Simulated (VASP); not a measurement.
# Fe3SnSb (P1) in VASP: convergence with ENCUT, part 2 of 2

VASP 6.6.1. The steps go on from the part before.

**3. With ENCUT 250 eV**

Contents of INCAR:

```
SYSTEM = Fe3SnSb
ALGO     = Normal         ! electronic algorithm
EDIFF    = 1E-6           ! SCF threshold, eV
ENCUT    = 250            ! plane-wave cutoff, eV
GGA      = PE             ! functional
ISIF     = 2              ! what is computed and relaxed
ISMEAR   = 1              ! smearing method
ISPIN    = 2              ! spin polarisation
LASPH    = .TRUE.         ! aspherical terms in the spheres
LCHARG   = .FALSE.        ! write CHGCAR
LMAXMIX  = 4              ! l up to which the mixer works
LORBIT   = 11             ! projections on sites
LREAL    = .FALSE.        ! projectors in reciprocal space
LWAVE    = .FALSE.        ! write WAVECAR
MAGMOM   = 0 0 3 3 3      ! initial moments
NBANDS   = 34             ! bands
NELM     = 120            ! most SCF steps
PREC     = Accurate       ! precision mode
SIGMA    = 0.1            ! smearing width, eV
```

Contents of KPOINTS:

```
k-points
0
G
  5 5 4
  0 0 0
```

Contents of POSCAR:

```
Fe3SnSb
1.0
    4.2103062160      0.0000000000      0.0000000000
   -2.1051531080      3.6462321408      0.0000000000
    0.0000000000      0.0000000000      5.3996451298
Sb Sn Fe
1 1 3
Direct
    0.3324710000      0.6673810000      0.8194760000
    0.0004140000      0.0046800000      0.1754640000
    0.6651560000      0.3366310000      0.4997820000
    0.3270990000      0.6692990000      0.3416950000
   -0.0035960000     -0.0090880000      0.6605480000
```

Potentials or basis: VASP PAW PBE potentials, release 64 (Sb, Sn_d, Fe).

Started as:

```bash
cat potpaw_PBE.64/Sb/POTCAR potpaw_PBE.64/Sn_d/POTCAR potpaw_PBE.64/Fe/POTCAR > POTCAR
mpirun -np 1 vasp_std > vasp.out
```

Run time: 2 min. Hardware: 1 thread of Intel Xeon Platinum 8259CL at 2.50GHz (Skylake/Cascade Lake), shared host; peak memory 0.21 GiB.

Results:

```yaml
Free_energy: -31.8845 eV
Largest_force: 0.331 eV/Å
Band_gap_on_the_k_mesh: none (metal or under the smearing width)
Net_moment: 5.49 μB per cell
Site_moments: Sb -0.05; Sn -0.09; Fe +2.66, +1.65, +1.41 μB
Valence_electrons_inside_the_program's_atomic_spheres: Sb 2.46; Sn 12.41; Fe 7.00, 7.29, 7.31
```

**4. With ENCUT 300 eV**

Edit INCAR of step 3 so:

```diff
@@ -3,3 +3,3 @@
 EDIFF    = 1E-6           ! SCF threshold, eV
-ENCUT    = 250            ! plane-wave cutoff, eV
+ENCUT    = 300            ! plane-wave cutoff, eV
 GGA      = PE             ! functional
```

KPOINTS is that of step 3.

POSCAR is that of step 3.

Started as:

```bash
cat potpaw_PBE.64/Sb/POTCAR potpaw_PBE.64/Sn_d/POTCAR potpaw_PBE.64/Fe/POTCAR > POTCAR
mpirun -np 1 vasp_std > vasp.out
```

It took 2.1 min on 1 thread of Intel Xeon Platinum 8259CL at 2.50GHz (Skylake/Cascade Lake), shared host; peak memory 0.23 GiB.

Results:

```yaml
Free_energy: -31.9649 eV
Largest_force: 0.334 eV/Å
Band_gap_on_the_k_mesh: none (metal or under the smearing width)
Net_moment: 5.49 μB per cell
Site_moments: Sb -0.05; Sn -0.09; Fe +2.66, +1.64, +1.40 μB
Valence_electrons_inside_the_program's_atomic_spheres: Sb 2.46; Sn 12.42; Fe 6.97, 7.25, 7.28
```

**5. With ENCUT 350 eV**

Edit INCAR of step 4 so:

```diff
@@ -3,3 +3,3 @@
 EDIFF    = 1E-6           ! SCF threshold, eV
-ENCUT    = 300            ! plane-wave cutoff, eV
+ENCUT    = 350            ! plane-wave cutoff, eV
 GGA      = PE             ! functional
```

KPOINTS is that of step 4.

POSCAR is that of step 4.

Started as:

```bash
cat potpaw_PBE.64/Sb/POTCAR potpaw_PBE.64/Sn_d/POTCAR potpaw_PBE.64/Fe/POTCAR > POTCAR
mpirun -np 1 vasp_std > vasp.out
```

It took 3.7 min on 1 thread of Intel Xeon Platinum 8259CL at 2.50GHz (Skylake/Cascade Lake), shared host; peak memory 0.27 GiB.

What came out:

```yaml
Free_energy: -31.9550 eV
Pressure: -0.8 GPa
Largest_force: 0.333 eV/Å
Band_gap_on_the_k_mesh: none (metal or under the smearing width)
Net_moment: 5.49 μB per cell
Site_moments: Sb -0.05; Sn -0.09; Fe +2.65, +1.64, +1.40 μB
Valence_electrons_inside_the_program's_atomic_spheres: Sb 2.46; Sn 12.43; Fe 6.97, 7.26, 7.28
```

**6. With ENCUT 400 eV**

Edit INCAR of step 5 so:

```diff
@@ -3,3 +3,3 @@
 EDIFF    = 1E-6           ! SCF threshold, eV
-ENCUT    = 350            ! plane-wave cutoff, eV
+ENCUT    = 400            ! plane-wave cutoff, eV
 GGA      = PE             ! functional
```

KPOINTS is that of step 5.

POSCAR is that of step 5.

Potentials or basis: VASP PAW PBE potentials, release 64 (Sb, Sn_d, Fe).

Started as:

```bash
cat potpaw_PBE.64/Sb/POTCAR potpaw_PBE.64/Sn_d/POTCAR potpaw_PBE.64/Fe/POTCAR > POTCAR
mpirun -np 1 vasp_std > vasp.out
```

Run time: 4.3 min. Hardware: 1 thread of Intel Xeon Platinum 8259CL at 2.50GHz (Skylake/Cascade Lake), shared host; peak memory 0.29 GiB.

What came out:

| Quantity | Value |
| --- | --- |
| Free energy | -31.9488 eV |
| Pressure | -0.7 GPa |
| Largest force | 0.333 eV/Å |
| Band gap on the k mesh | none (metal or under the smearing width) |
| Net moment | 5.49 μB per cell |
| Site moments | Sb -0.05; Sn -0.09; Fe +2.65, +1.64, +1.40 μB |
| Valence electrons inside the program's atomic spheres | Sb 2.46; Sn 12.43; Fe 6.98, 7.26, 7.29 |

**7. With ENCUT 450 eV**

Edit INCAR of step 6 so:

```diff
@@ -3,3 +3,3 @@
 EDIFF    = 1E-6           ! SCF threshold, eV
-ENCUT    = 400            ! plane-wave cutoff, eV
+ENCUT    = 450            ! plane-wave cutoff, eV
 GGA      = PE             ! functional
```

KPOINTS is that of step 6.

POSCAR is that of step 6.

Started as:

```bash
cat potpaw_PBE.64/Sb/POTCAR potpaw_PBE.64/Sn_d/POTCAR potpaw_PBE.64/Fe/POTCAR > POTCAR
mpirun -np 1 vasp_std > vasp.out
```

It took 6.4 min on 1 thread of Intel Xeon Platinum 8259CL at 2.50GHz (Skylake/Cascade Lake), shared host; peak memory 0.33 GiB.

What came out:

```
Free energy                                           : -31.9491 eV
Pressure                                              : -0.5 GPa
Largest force                                         : 0.334 eV/Å
Band gap on the k mesh                                : none (metal or under the smearing width)
Net moment                                            : 5.49 μB per cell
Site moments                                          : Sb -0.05; Sn -0.09; Fe +2.65, +1.64, +1.40 μB
Valence electrons inside the program's atomic spheres : Sb 2.46; Sn 12.43; Fe 6.98, 7.26, 7.29
```

**8. With ENCUT 500 eV**

Edit INCAR of step 7 so:

```diff
@@ -3,3 +3,3 @@
 EDIFF    = 1E-6           ! SCF threshold, eV
-ENCUT    = 450            ! plane-wave cutoff, eV
+ENCUT    = 500            ! plane-wave cutoff, eV
 GGA      = PE             ! functional
```

KPOINTS is that of step 7.

POSCAR is that of step 7.

Started as:

```bash
cat potpaw_PBE.64/Sb/POTCAR potpaw_PBE.64/Sn_d/POTCAR potpaw_PBE.64/Fe/POTCAR > POTCAR
mpirun -np 1 vasp_std > vasp.out
```

Wall time 5.7 min (1 thread of Intel Xeon Platinum 8259CL at 2.50GHz (Skylake/Cascade Lake), shared host); peak memory 0.37 GiB.

What came out:

```
Free energy                                           : -31.9499 eV
Pressure                                              : -0.5 GPa
Largest force                                         : 0.334 eV/Å
Band gap on the k mesh                                : none (metal or under the smearing width)
Net moment                                            : 5.49 μB per cell
Site moments                                          : Sb -0.05; Sn -0.09; Fe +2.65, +1.64, +1.40 μB
Valence electrons inside the program's atomic spheres : Sb 2.46; Sn 12.43; Fe 6.98, 7.26, 7.29
```

**9. With ENCUT 600 eV**

Edit INCAR of step 8 so:

```diff
@@ -3,3 +3,3 @@
 EDIFF    = 1E-6           ! SCF threshold, eV
-ENCUT    = 500            ! plane-wave cutoff, eV
+ENCUT    = 600            ! plane-wave cutoff, eV
 GGA      = PE             ! functional
```

KPOINTS is that of step 8.

POSCAR is that of step 8.

Potentials or basis: VASP PAW PBE potentials, release 64 (Sb, Sn_d, Fe).

Started as:

```bash
cat potpaw_PBE.64/Sb/POTCAR potpaw_PBE.64/Sn_d/POTCAR potpaw_PBE.64/Fe/POTCAR > POTCAR
mpirun -np 1 vasp_std > vasp.out
```

Wall time 7.8 min (1 thread of Intel Xeon Platinum 8259CL at 2.50GHz (Skylake/Cascade Lake), shared host); peak memory 0.47 GiB.

What came out:

```
Free energy                                           : -31.9493 eV
Pressure                                              : -0.5 GPa
Largest force                                         : 0.334 eV/Å
Band gap on the k mesh                                : none (metal or under the smearing width)
Net moment                                            : 5.49 μB per cell
Site moments                                          : Sb -0.05; Sn -0.09; Fe +2.65, +1.64, +1.40 μB
Valence electrons inside the program's atomic spheres : Sb 2.46; Sn 12.43; Fe 6.98, 7.27, 7.29
```

**10. With ENCUT 800 eV**

Edit INCAR of step 9 so:

```diff
@@ -3,3 +3,3 @@
 EDIFF    = 1E-6           ! SCF threshold, eV
-ENCUT    = 600            ! plane-wave cutoff, eV
+ENCUT    = 800            ! plane-wave cutoff, eV
 GGA      = PE             ! functional
```

KPOINTS is that of step 9.

POSCAR is that of step 9.

Started as:

```bash
cat potpaw_PBE.64/Sb/POTCAR potpaw_PBE.64/Sn_d/POTCAR potpaw_PBE.64/Fe/POTCAR > POTCAR
mpirun -np 1 vasp_std > vasp.out
```

Run time: 11 min. Hardware: 1 thread of Intel Xeon Platinum 8259CL at 2.50GHz (Skylake/Cascade Lake), shared host; peak memory 0.62 GiB.

The run converged. Its results:

```yaml
Free_energy: -31.9495 eV
Pressure: -0.4 GPa
Largest_force: 0.334 eV/Å
Band_gap_on_the_k_mesh: none (metal or under the smearing width)
Net_moment: 5.49 μB per cell
Site_moments: Sb -0.05; Sn -0.09; Fe +2.65, +1.64, +1.40 μB
Valence_electrons_inside_the_program's_atomic_spheres: Sb 2.46; Sn 12.43; Fe 6.98, 7.27, 7.29
```

**11. The series at a glance**

| ENCUT | energy less the tightest run, at zero smearing (meV/atom) | largest force (eV/Å) | largest site moment (μB) | SCF cycles | CPU time (s) | peak memory (GiB) |
| --- | --- | --- | --- | --- | --- | --- |
| 200 eV | 283.41 | 0.312 | 2.69 | 19 | 91 | 0.17 |
| 250 eV | 13.00 | 0.331 | 2.66 | 19 | 120 | 0.21 |
| 300 eV | -3.08 | 0.334 | 2.66 | 19 | 120 | 0.23 |
| 350 eV | -1.10 | 0.333 | 2.65 | 19 | 220 | 0.27 |
| 400 eV | 0.15 | 0.333 | 2.65 | 19 | 260 | 0.29 |
| 450 eV | 0.08 | 0.334 | 2.65 | 19 | 380 | 0.33 |
| 500 eV | -0.08 | 0.334 | 2.65 | 19 | 340 | 0.37 |
| 600 eV | 0.04 | 0.334 | 2.65 | 19 | 470 | 0.47 |
| 800 eV | 0.00 | 0.334 | 2.65 | 19 | 690 | 0.62 |

Against the tightest run, the energy stays within 1 meV/atom from 400 eV on; the largest force stays within 0.005 eV/Å from 250 eV on; the largest site moment stays within 0.02 μB from 250 eV on. The tightest run that finished is the yardstick and may itself not be fully converged.

Caveats: only a ferromagnetic start was run, and an antiferromagnetic order may lie lower in energy.
